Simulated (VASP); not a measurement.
Input:

```
HgZn3S4
1.0
   -0.00991     5.48032     5.50155
    5.48032    -0.00991     5.50155
    2.73520     2.73520     0.00000
Zn S Hg
3 4 1
Direct
  0.00094   0.00094   0.99813
  0.00286   0.49726   0.99988
  0.49726   0.00286   0.99988
  0.12527   0.12527   0.24947
  0.10364   0.63240   0.26396
  0.63240   0.10364   0.26396
  0.64064   0.64064   0.21873
  0.49701   0.49701   0.00599
```

The numbers are results of PBEsol GGA, VASP's PBE PAW potentials (set 64) (plane waves; VASP 6.6.1), not measurements. Numerical set-up: 400 eV cut-off, Gaussian smearing of 0.050 eV, potentials Zn S Hg.

Unless said otherwise, spin-orbit coupling is left out, though it shifts the bands of the heavy elements here.

Question: Give the energies of bands 28 to 41 at the high-symmetry points, in eV from the valence-band maximum.

Answer: 
| band | Γ | Y | C0 | Z | A0 | T | S | R |
|---|---|---|---|---|---|---|---|---|
| 28 | -2.61 | -3.00 | -3.34 | -4.06 | -4.66 | -4.87 | -3.06 | -4.59 |
| 29 | -2.56 | -2.79 | -2.89 | -3.18 | -2.65 | -2.63 | -2.73 | -2.91 |
| 30 | -1.35 | -2.45 | -2.10 | -3.17 | -2.63 | -2.59 | -2.52 | -2.87 |
| 31 | -1.26 | -1.71 | -1.81 | -3.12 | -2.54 | -2.54 | -2.07 | -2.64 |
| 32 | -1.22 | -1.65 | -1.66 | -2.81 | -2.46 | -2.52 | -1.84 | -2.46 |
| 33 | -1.06 | -1.61 | -1.54 | -2.72 | -1.91 | -1.39 | -0.98 | -2.05 |
| 34 | -0.22 | -1.35 | -1.34 | -2.57 | -1.49 | -1.04 | -0.97 | -2.04 |
| 35 | -0.18 | -1.25 | -1.31 | -1.32 | -1.16 | -1.00 | -0.47 | -1.66 |
| 36 | 0.00 | -0.65 | -0.47 | -0.95 | -1.14 | -0.88 | -0.29 | -1.50 |
| 37 | 1.02 | 3.29 | 3.25 | 3.71 | 2.66 | 2.10 | 2.49 | 3.24 |
| 38 | 2.24 | 3.72 | 3.69 | 4.06 | 3.00 | 2.57 | 2.64 | 3.58 |
| 39 | 2.82 | 3.85 | 3.74 | 5.17 | 3.36 | 3.05 | 3.65 | 3.62 |
| 40 | 3.17 | 3.93 | 3.99 | 5.19 | 3.47 | 3.12 | 3.96 | 4.27 |
| 41 | 3.62 | 4.12 | 4.47 | 5.26 | 3.53 | 3.21 | 5.19 | 5.17 |

The gap is direct, 1.02 eV, from the valence maximum at Γ to the conduction minimum at Γ.

The structure was generated: HgZn3S4 was put into an ordered model structure (Amm2), which need not be its known phase. It was relaxed first.
